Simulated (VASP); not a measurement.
These are PBEsol GGA, VASP's PBE PAW potentials (set 64) (plane waves; VASP) values and carry that method's errors.

A VASP calculation is set up with these files.

### INCAR
```
# general
SYSTEM  = NbSi
PREC    = Accurate
ENCUT   = 400
LREAL   = .FALSE.
LASPH   = .TRUE.

# electronic loop
EDIFF   = 1E-6
NELM    = 100
ALGO    = Normal
LMAXMIX = 4

# smearing
ISMEAR  = 1
SIGMA   = 0.1

# functional
GGA     = PS

# ions
IBRION  = 2
NSW     = 60
ISIF    = 3
EDIFFG  = -0.01

# output
LWAVE   = .FALSE.
LCHARG  = .FALSE.
```

**KPOINTS**
```
Regular mesh
0
Gamma
 10 10 10
0 0 0
```

**POSCAR**
```
NbSi
1
    0.0000000000     2.9700000000     2.9700000000
    2.9700000000     0.0000000000     2.9700000000
    2.9700000000     2.9700000000     0.0000000000
Nb Si
1 1
Direct
  0.0000000000   0.0000000000   0.0000000000
  0.5000000000   0.5000000000   0.5000000000
```

POTCAR, in this order: Nb_sv Si (PBE.64 set). Program: vasp_std.

Output

OUTCAR:
```
 ion  position               nearest neighbor table
   1  0.000  0.000  0.000-   2 2.97   2 2.97   2 2.97   2 2.97   2 2.97   2 2.97
   2  0.500  0.500  0.500-   1 2.97   1 2.97   1 2.97   1 2.97   1 2.97   1 2.97
  LATTYP: Found a face centered cubic cell.
 ALAT       =     5.9400000000
 Subroutine PRICEL returns:
 Original cell was already a primitive cell.
 Subroutine GETGRP returns: Found 48 space group operations
The static configuration has the point symmetry O_h .
The dynamic configuration has the point symmetry O_h .
 Subroutine INISYM returns: Found 48 space group operations
 Subroutine IBZKPT returns following result:
 Found     47 irreducible k-points:

 Following reciprocal coordinates:
            Coordinates               Weight
  0.000000  0.000000  0.000000      1.000000
  0.100000  0.000000  0.000000      8.000000
  0.200000  0.000000  0.000000      8.000000
  0.300000  0.000000  0.000000      8.000000
  0.400000  0.000000  0.000000      8.000000
  0.500000  0.000000  0.000000      4.000000
  0.100000  0.100000  0.000000      6.000000
  0.200000  0.100000  0.000000     24.000000
  0.300000  0.100000  0.000000     24.000000
...
```

**OSZICAR**
```
       N       E                     dE             d eps       ncg     rms          rms(c)
DAV:   1     0.933176999244E+02    0.93318E+02   -0.72105E+03  1136   0.104E+03
DAV:   2    -0.109823239048E+02   -0.10430E+03   -0.10105E+03  1380   0.333E+02
DAV:   3    -0.164199805579E+02   -0.54377E+01   -0.53489E+01  1960   0.603E+01
DAV:   4    -0.166631705680E+02   -0.24319E+00   -0.24058E+00  1616   0.113E+01
DAV:   5    -0.166805588255E+02   -0.17388E-01   -0.16681E-01  1920   0.258E+00    0.703E+00
DAV:   6    -0.149117289719E+02    0.17688E+01   -0.13681E+01  1816   0.240E+01    0.312E+00
DAV:   7    -0.147065715793E+02    0.20516E+00   -0.15472E+00  1804   0.937E+00    0.121E+00
DAV:   8    -0.146926501499E+02    0.13921E-01   -0.15768E-01  1848   0.298E+00    0.527E-01
DAV:   9    -0.146865410515E+02    0.61091E-02   -0.38211E-02  1792   0.160E+00    0.138E-01
DAV:  10    -0.146864721711E+02    0.68880E-04   -0.11323E-03  1464   0.296E-01    0.615E-02
DAV:  11    -0.146864625787E+02    0.95924E-05   -0.36467E-04  1808   0.120E-01    0.212E-02
DAV:  12    -0.146864633183E+02   -0.73959E-06   -0.40804E-05  1836   0.439E-02    0.773E-03
DAV:  13    -0.146864608946E+02    0.24237E-05   -0.71866E-06  1804   0.241E-02    0.134E-03
DAV:  14    -0.146864608071E+02    0.87577E-07   -0.31333E-07   932   0.508E-03
   1 F= -.14686461E+02 E0= -.14686915E+02  d E =-.146865E+02
       N       E                     dE             d eps       ncg     rms          rms(c)
DAV:   1    -0.101982750387E+03   -0.87296E+02   -0.26169E+03  1260   0.733E+02    0.941E+01
DAV:   2    -0.267930057315E+02    0.75190E+02   -0.12903E+02  1324   0.186E+02    0.269E+01
DAV:   3    -0.148824452646E+02    0.11911E+02   -0.71752E+01  2060   0.108E+02    0.269E+01
DAV:   4    -0.154557976457E+02   -0.57335E+00   -0.92779E+00  1832   0.350E+01    0.615E+00
DAV:   5    -0.152892723826E+02    0.16653E+00   -0.30958E+00  1848   0.208E+01    0.290E+00
DAV:   6    -0.153213016720E+02   -0.32029E-01   -0.42045E-01  1844   0.764E+00    0.251E+00
DAV:   7    -0.153851053406E+02   -0.63804E-01   -0.27441E-01  1844   0.450E+00    0.687E-01
DAV:   8    -0.153840077398E+02    0.10976E-02   -0.77106E-03  1300   0.107E+00    0.366E-01
DAV:   9    -0.153847530594E+02   -0.74532E-03   -0.12319E-03  1740   0.539E-01    0.628E-02
DAV:  10    -0.153846828532E+02    0.70206E-04   -0.20444E-04  2020   0.168E-01    0.344E-02
DAV:  11    -0.153846894686E+02   -0.66154E-05   -0.28486E-05  1560   0.776E-02    0.143E-02
DAV:  12    -0.153846893313E+02    0.13731E-06   -0.12939E-06   964   0.172E-02
   2 F= -.15384689E+02 E0= -.15384358E+02  d E =-.698229E+00
       N       E                     dE             d eps       ncg     rms          rms(c)
DAV:   1    -0.305940963983E+02   -0.15209E+02   -0.42698E+02  1332   0.329E+02    0.233E+01
DAV:   2    -0.197375714156E+02    0.10857E+02   -0.96860E+01  1860   0.123E+02    0.177E+01
DAV:   3    -0.171222857921E+02    0.26153E+01   -0.61892E+00  1844   0.192E+01    0.688E+00
DAV:   4    -0.169429987535E+02    0.17929E+00   -0.21614E+00  1664   0.930E+00    0.291E+00
DAV:   5    -0.171877343057E+02   -0.24474E+00   -0.71916E-01  1992   0.762E+00    0.158E+00
DAV:   6    -0.172170973820E+02   -0.29363E-01   -0.39868E-02  1364   0.207E+00    0.816E-01
DAV:   7    -0.172305797432E+02   -0.13482E-01   -0.27685E-02  2016   0.166E+00    0.156E-01
DAV:   8    -0.172308214565E+02   -0.24171E-03   -0.19775E-03  1384   0.313E-01    0.803E-02
DAV:   9    -0.172308589578E+02   -0.37501E-04   -0.23628E-04  1532   0.223E-01    0.474E-02
DAV:  10    -0.172308804117E+02   -0.21454E-04   -0.44232E-05  1436   0.751E-02    0.719E-03
DAV:  11    -0.172308802050E+02    0.20665E-06   -0.14212E-06  1176   0.120E-02
   3 F= -.17230880E+02 E0= -.17230388E+02  d E =-.254442E+01
       N       E                     dE             d eps       ncg     rms          rms(c)
DAV:   1    -0.172714657929E+02   -0.40585E-01   -0.10181E+00  1276   0.159E+01    0.141E+00
DAV:   2    -0.172410992539E+02    0.30367E-01   -0.13138E-01  1728   0.497E+00    0.475E-01
DAV:   3    -0.172370950992E+02    0.40042E-02   -0.10380E-02  1900   0.102E+00    0.172E-01
DAV:   4    -0.172371151952E+02   -0.20096E-04   -0.28496E-03  1980   0.395E-01    0.109E-01
DAV:   5    -0.172375561670E+02   -0.44097E-03   -0.11509E-03  2068   0.339E-01    0.613E-02
DAV:   6    -0.172375689601E+02   -0.12793E-04   -0.11609E-04  1416   0.985E-02    0.193E-02
DAV:   7    -0.172375649466E+02    0.40135E-05   -0.24069E-05  1848   0.465E-02    0.559E-03
DAV:   8    -0.172375643322E+02    0.61444E-06   -0.83962E-07   796   0.807E-03
   4 F= -.17237564E+02 E0= -.17236997E+02  d E =-.255110E+01
       N       E                     dE             d eps       ncg     rms          rms(c)
DAV:   1    -0.172518508159E+02   -0.14286E-01   -0.41899E-01  1276   0.102E+01    0.911E-01
DAV:   2    -0.172393478922E+02    0.12503E-01   -0.55494E-02  1736   0.323E+00    0.309E-01
DAV:   3    -0.172376686733E+02    0.16792E-02   -0.39838E-03  1884   0.618E-01    0.110E-01
DAV:   4    -0.172376534949E+02    0.15178E-04   -0.12890E-03  1952   0.276E-01    0.718E-02
DAV:   5    -0.172378507782E+02   -0.19728E-03   -0.52946E-04  2096   0.225E-01    0.272E-02
DAV:   6    -0.172378496019E+02    0.11763E-05   -0.35409E-05  1528   0.532E-02    0.138E-02
DAV:   7    -0.172378473839E+02    0.22181E-05   -0.88115E-06  1824   0.267E-02    0.280E-03
DAV:   8    -0.172378470491E+02    0.33474E-06   -0.58952E-07   664   0.673E-03
   5 F= -.17237847E+02 E0= -.17237234E+02  d E =-.255139E+01
       N       E                     dE             d eps       ncg     rms          rms(c)
DAV:   1    -0.172492283380E+02   -0.11381E-01   -0.34498E-01  1276   0.931E+00    0.815E-01
DAV:   2    -0.172390712517E+02    0.10157E-01   -0.48359E-02  1760   0.298E+00    0.286E-01
DAV:   3    -0.172376420364E+02    0.14292E-02   -0.29631E-03  1828   0.513E-01    0.101E-01
DAV:   4    -0.172375853417E+02    0.56695E-04   -0.12892E-03  1960   0.284E-01    0.667E-02
DAV:   5    -0.172377197907E+02   -0.13445E-03   -0.30995E-04  1944   0.179E-01    0.129E-02
DAV:   6    -0.172377215525E+02   -0.17618E-05   -0.62331E-05  1572   0.579E-02    0.547E-03
DAV:   7    -0.172377208110E+02    0.74150E-06   -0.45959E-06  1568   0.229E-02
   6 F= -.17237721E+02 E0= -.17237149E+02  d E =0.126238E-03
       N       E                     dE             d eps       ncg     rms          rms(c)
DAV:   1    -0.172416244063E+02   -0.39029E-02   -0.10514E-01  1276   0.513E+00    0.454E-01
DAV:   2    -0.172384924522E+02    0.31320E-02   -0.14215E-02  1736   0.163E+00    0.155E-01
DAV:   3    -0.172380689584E+02    0.42349E-03   -0.94567E-04  1844   0.297E-01    0.556E-02
DAV:   4    -0.172380632780E+02    0.56804E-05   -0.36652E-04  1964   0.149E-01    0.370E-02
DAV:   5    -0.172381169843E+02   -0.53706E-04   -0.11958E-04  1992   0.110E-01    0.861E-03
DAV:   6    -0.172381166682E+02    0.31605E-06   -0.16205E-05  1740   0.356E-02    0.289E-03
DAV:   7    -0.172381166096E+02    0.58585E-07   -0.31464E-07   692   0.757E-03
   7 F= -.17238117E+02 E0= -.17237521E+02  d E =-.269561E-03
```

**OUTCAR**
```
------------------------ aborting loop because EDIFF is reached ----------------------------------------
  FORCE on cell =-STRESS in cart. coord.  units (eV):
  Direction    XX          YY          ZZ          XY          YZ          ZX
  --------------------------------------------------------------------------------------
  Total        0.0014157      0.0014157      0.0014157      0.0000000      0.0000000      0.0000000
  in kB        0.0683944      0.0683944      0.0683944      0.0000000      0.0000000      0.0000000
  external PRESSURE =       0.0683944 kB  Pullay stress =       0.0000000 kB
  volume of cell :       33.16
      direct lattice vectors                 reciprocal lattice vectors
     0.000000000  2.550020014  2.550020014    -0.196076892  0.196076892  0.196076892
     2.550020014  0.000000000  2.550020014     0.196076892 -0.196076892  0.196076892
     2.550020014  2.550020014  0.000000000     0.196076892  0.196076892 -0.196076892
 POSITION                                       TOTAL-FORCE (eV/Angst)
 -----------------------------------------------------------------------------------
      0.00000      0.00000      0.00000         0.000000      0.000000     -0.000000
      2.55002      2.55002      2.55002        -0.000000      0.000000      0.000000
 -----------------------------------------------------------------------------------
    total drift:                               -0.000000      0.000000      0.000000
  FREE ENERGIE OF THE ION-ELECTRON SYSTEM (eV)
  ---------------------------------------------------
  free  energy   TOTEN  =       -17.2381166096 eV

  energy  without entropy=      -17.2363305556  energy(sigma->0) =      -17.23752126

 reached required accuracy - stopping structural energy minimisation
```
(Selected blocks of OUTCAR.)

CONTCAR:
```
NbSi
   1.00000000000000
     0.0000000000000000    2.5500200141833238    2.5500200141833238
     2.5500200141833238    0.0000000000000000    2.5500200141833238
     2.5500200141833238    2.5500200141833238    0.0000000000000000
  Nb              Si
     1     1
Direct
     0.0000000000000000    0.0000000000000000    0.0000000000000000
     0.5000000000000000    0.5000000000000000    0.5000000000000000
```

### OUTCAR
```
 val. band max:       10.5886539620   @ k =   0.5000   0.3000   0.1000

 cond. band min:      10.6125621355   @ k =   0.5000   0.5000   0.0000


 Fermi energy:        10.6035027789

 k-point     1 :       0.0000    0.0000    0.0000
  band No.  band energies     occupation
      1     -44.6228      2.00000
      2     -20.6711      2.00000
      3     -20.6711      2.00000
      4     -20.6711      2.00000
      5      -0.2836      2.00000
      6       9.1811      2.00000
      7       9.1811      2.00000
      8       9.1811      2.00000
      9       9.7788      2.00000
     10       9.7788      2.00000
     11      13.0459      0.00000
     12      13.0459      0.00000

 k-point     2 :       0.1000    0.0000    0.0000
  band No.  band energies     occupation
      1     -44.6209      2.00000
      2     -20.6944      2.00000
      3     -20.6740      2.00000
      4     -20.6740      2.00000
      5      -0.0850      2.00000
      6       8.8270      2.00000
      7       9.1181      2.00000
      8       9.1181      2.00000
      9       9.5786      2.00000
     10       9.5786      2.00000
     11      12.8423      0.00000
     12      13.7099      0.00000

 k-point     3 :       0.2000    0.0000    0.0000
  band No.  band energies     occupation
      1     -44.6159      2.00000
      2     -20.7549      2.00000
      3     -20.6816      2.00000
      4     -20.6816      2.00000
      5       0.4891      2.00000
      6       7.9025      2.00000
      7       8.4537      2.00000
      8       8.4537      2.00000
      9       9.9630      2.00000
     10       9.9630      2.00000
     11      12.5239     -0.00000
     12      15.1434      0.00000

 k-point     4 :       0.3000    0.0000    0.0000
  band No.  band energies     occupation
      1     -44.6098      2.00000
      2     -20.8286      2.00000
      3     -20.6909      2.00000
      4     -20.6909      2.00000
      5       1.3764      2.00000
      6       6.6752      2.00000
...
```

Energy and stress use the plane-wave basis of the starting cell.

The structure was generated: NbSi was put into the rock salt type (Fm-3m), which need not be its known phase. This run relaxes it. Symmetry was kept, so distortions that lower it aren't found. The electron count is odd and the run is not spin-polarised, which forces a metal.
